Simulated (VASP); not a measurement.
These are RPA correlation on PBE orbitals, VASP's PBE PAW potentials (set 64) (plane waves; VASP) values and carry that method's errors.

Input for VASP

KPOINTS:
```
Regular mesh
0
Gamma
  6 6 6
```

**INCAR**
```
ALGO  =  ACFDT
NOMEGA  =  12
LWAVE  =  .FALSE.
SIGMA  =  0.01
PREC  =  Normal
NBANDS  =  568
LREAL  =  .FALSE.   # projection in real space or not
ISMEAR  =  0
GGA  =  PE   # PBE
SYSTEM  =  BP
ENCUTGW  =  300
ENCUT  =  500   # plane-wave cut-off (eV)
LCHARG  =  .FALSE.
LASPH  =  .TRUE.
```

### POSCAR
```
BP
1
    0.0000000000     2.2077770000     2.2077770000
    2.2077770000     0.0000000000     2.2077770000
    2.2077770000     2.2077770000     0.0000000000
B P
1 1
Direct
  0.0000000000   0.0000000000   0.0000000000
  0.2500000000   0.2500000000   0.2500000000
```

POTCAR, in this order: B_GW P_GW (PBE.64 set). Program: vasp_std. Read from the step before: WAVECAR, WAVEDER.

Output

OUTCAR:
```
 ion  position               nearest neighbor table
   1  0.000  0.000  0.000-   2 1.91   2 1.91   2 1.91   2 1.91
   2  0.250  0.250  0.250-   1 1.91   1 1.91   1 1.91   1 1.91
  LATTYP: Found a face centered cubic cell.
 ALAT       =     4.4155540000
 Subroutine PRICEL returns:
 Original cell was already a primitive cell.
 Subroutine GETGRP returns: Found 24 space group operations
The static configuration has the point symmetry T_d .
The dynamic configuration has the point symmetry T_d .
 Subroutine INISYM returns: Found 24 space group operations
 Subroutine IBZKPT returns following result:
 Found     16 irreducible k-points:

 Following reciprocal coordinates:
            Coordinates               Weight
  0.000000  0.000000  0.000000      1.000000
  0.166667  0.000000  0.000000      8.000000
  0.333333  0.000000  0.000000      8.000000
  0.500000  0.000000  0.000000      4.000000
  0.166667  0.166667  0.000000      6.000000
  0.333333  0.166667  0.000000     24.000000
  0.500000  0.166667  0.000000     24.000000
 -0.333333  0.166667  0.000000     24.000000
 -0.166667  0.166667  0.000000     12.000000
  0.333333  0.333333  0.000000      6.000000
  0.500000  0.333333  0.000000     24.000000
 -0.333333  0.333333  0.000000     12.000000
  0.500000  0.500000  0.000000      3.000000
  0.500000  0.333333  0.166667     24.000000
 -0.333333  0.333333  0.166667     24.000000
 -0.333333  0.500000  0.166667     12.000000
 Subroutine IBZKPT_HF returns following result:
   k-points           NKPTS =     16   k-points in BZ     NKDIM =    216   number of bands    NBANDS=    568
   number of dos      NEDOS =    301   number of ions     NIONS =      2
   total plane-waves  NPLWV =   5832
   dimension x,y,z NGX =    18 NGY =   18 NGZ =   18
   dimension x,y,z NGXF=    36 NGYF=   36 NGZF=   36
   ions per type =               1   1
   PREC   = normal    normal or accurate (medium, high low for compatibility)
...
```

File OSZICAR:
```
energies w=
    0.000    0.287    0.000    0.941    0.000    1.861    0.000    3.338
    0.000    5.878    0.000   10.421    0.000   18.790    0.000   34.642
    0.000   65.615    0.000  128.709    0.000  268.112    0.000  673.300
NQ=   1    0.0000    0.0000    0.0000,
 performed       5695000 updates of chi_q(r,r)
NQ=   2    0.1667    0.0000    0.0000,
 performed      11390000 updates of chi_q(r,r)
NQ=   3    0.3333    0.0000    0.0000,
 performed      17085000 updates of chi_q(r,r)
NQ=   4    0.5000    0.0000    0.0000,
 performed      22780000 updates of chi_q(r,r)
NQ=   5    0.1667    0.1667    0.0000,
 performed      28475000 updates of chi_q(r,r)
NQ=   6    0.3333    0.1667    0.0000,
 performed      34170000 updates of chi_q(r,r)
NQ=   7    0.5000    0.1667    0.0000,
 performed      39865000 updates of chi_q(r,r)
NQ=   8   -0.3333    0.1667    0.0000,
 performed      45560000 updates of chi_q(r,r)
NQ=   9   -0.1667    0.1667    0.0000,
 performed      51255000 updates of chi_q(r,r)
NQ=  10    0.3333    0.3333    0.0000,
 performed      56950000 updates of chi_q(r,r)
NQ=  11    0.5000    0.3333    0.0000,
 performed      62645000 updates of chi_q(r,r)
NQ=  12   -0.3333    0.3333    0.0000,
 performed      68340000 updates of chi_q(r,r)
NQ=  13    0.5000    0.5000    0.0000,
 performed      74035000 updates of chi_q(r,r)
NQ=  14    0.5000    0.3333    0.1667,
 performed      79730000 updates of chi_q(r,r)
NQ=  15   -0.3333    0.3333    0.1667,
 performed      85425000 updates of chi_q(r,r)
NQ=  16   -0.3333    0.5000    0.1667,
 performed      91120000 updates of chi_q(r,r)
```

### OUTCAR
```


      cutoff energy     smooth cutoff   RPA   correlation   Hartree contr. to MP2
---------------------------------------------------------------------------------
            300.000           240.000      -12.7747569582      -20.4610071489
            285.714           228.571      -12.7464596095      -20.4315618588
            272.109           217.687      -12.7159556504      -20.3997361510
            259.151           207.321      -12.6832723571      -20.3655514491
            246.811           197.449      -12.6480410541      -20.3286167650
            235.058           188.046      -12.6103211554      -20.2889677913
            223.865           179.092      -12.5697016916      -20.2461370016
            213.204           170.564      -12.5262323831      -20.2001124178
  linear regression
  converged value                          -13.1461147557      -20.8511390395
```
(Selected blocks of OUTCAR.)

The mesh is coarse, so the correlation energy is not converged in k-points.

The compound is BP in the zinc blende structure. This cell is one point of a volume scan, at 0.92 of the reference volume.
